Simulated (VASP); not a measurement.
```
HfC
1.0
    0.00000     2.29992     2.29992
    2.29992     0.00000     2.29992
    2.29992     2.29992     0.00000
Hf C
1 1
Cartesian
  0.00000   0.00000   0.00000
  2.29992   2.29992   2.29992
```

All values below come from AM05 GGA, VASP's PBE PAW potentials (set 64) (plane waves; VASP). Numerical set-up: 520 eV cut-off, 12×12×12 Γ-centred mesh, first-order Methfessel-Paxton smearing of 0.10 eV, potentials Hf_pv C.

Unless said otherwise, spin-orbit coupling is left out, though it shifts the bands of the heavy elements here.

Question: Predict the energy per atom (σ→0), band gap (on the k-mesh) with the smallest direct gap where there is one.

Answer: 
```yaml
band gap (on the k-mesh): none (metal, semimetal or under 0.01 eV)
energy per atom (σ→0): -10.867 eV/atom
```

The compound is HfC in the rock salt structure. It was relaxed first. The start is the result of an earlier pass.
